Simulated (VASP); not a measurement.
Here is a VASP 6.6.1 calculation.

The input POSCAR:

```
K3Ir
1.0
    0.0000000000      3.8633338318      3.8633338318
    3.8633338318      0.0000000000      3.8633338318
    3.8633338318      3.8633338318      0.0000000000
Ir K
1 3
Direct
    0.0000000000      0.0000000000      0.0000000000
    0.5000000000      0.5000000000      0.5000000000
    0.2500000000      0.2500000000      0.2500000000
    0.7500000000      0.7500000000      0.7500000000
```

Contents of INCAR.step1:

```
PREC     = Accurate       # precision mode
ENCUT    = 520            # plane-wave cutoff, eV
ISMEAR   = 1              # smearing method
SIGMA    = 0.0628         # smearing width, eV
LREAL    = F              # projectors in reciprocal space
LASPH    = T              # aspherical terms in the spheres
NELM     = 100            # most SCF steps
NBANDS   = 26             # bands
GGA      = PE             # functional
ALGO     = Normal         # electronic algorithm
EDIFF    = 1E-4           # SCF threshold, eV
LWAVE    = T              # write WAVECAR
LCHARG   = F              # write CHGCAR
```

INCAR.step2

```
PREC     = Accurate       # precision mode
ENCUT    = 520            # plane-wave cutoff, eV
EDIFF    = 1E-6           # SCF threshold, eV
ISMEAR   = 1              # smearing method
SIGMA    = 0.0628         # smearing width, eV
LREAL    = F              # projectors in reciprocal space
LASPH    = T              # aspherical terms in the spheres
NELM     = 100            # most SCF steps
ALGO     = Normal         # electronic algorithm
ISIF     = 2              # what is computed and relaxed
LWAVE    = F              # write WAVECAR
LCHARG   = F              # write CHGCAR
METAGGA  = R2SCAN         # meta-GGA
LMIXTAU  = T            
IVDW     = 13             # dispersion correction
VDW_S6   = 1.0          
VDW_S8   = 0.6018749    
VDW_A1   = 0.51559235   
VDW_A2   = 5.77342911   
NBANDS   = 26             # bands
ISTART   = 1
```

The input KPOINTS:

```
regular mesh
0
Gamma
  5 5 5
```

Potentials or basis: VASP PAW PBE potentials, release 64 (Ir, K_sv).

Launch:

```console
$ cat potpaw_PBE.64/Ir/POTCAR potpaw_PBE.64/K_sv/POTCAR > POTCAR
$ cp INCAR.step1 INCAR
$ mpirun -np 1 vasp_std > vasp.out
$ cp INCAR.step2 INCAR
$ mpirun -np 1 vasp_std > vasp.out
```

Problem. Predict the pressure.

Solution. 0.1 GPa.

Problem. What does it give for the band gap on the k mesh?

Solution. 0.48 eV, indirect (least direct gap 0.52 eV).

Caveat: the PAW data sets were made with another functional, which shifts forces and pressure a little; spin-orbit coupling is left out, which moves the levels of the heavy elements; an odd mesh through Γ misses points on the zone boundary, where band edges often lie. r2SCAN opens gaps a little over a GGA but as a rule still falls short of measured ones.
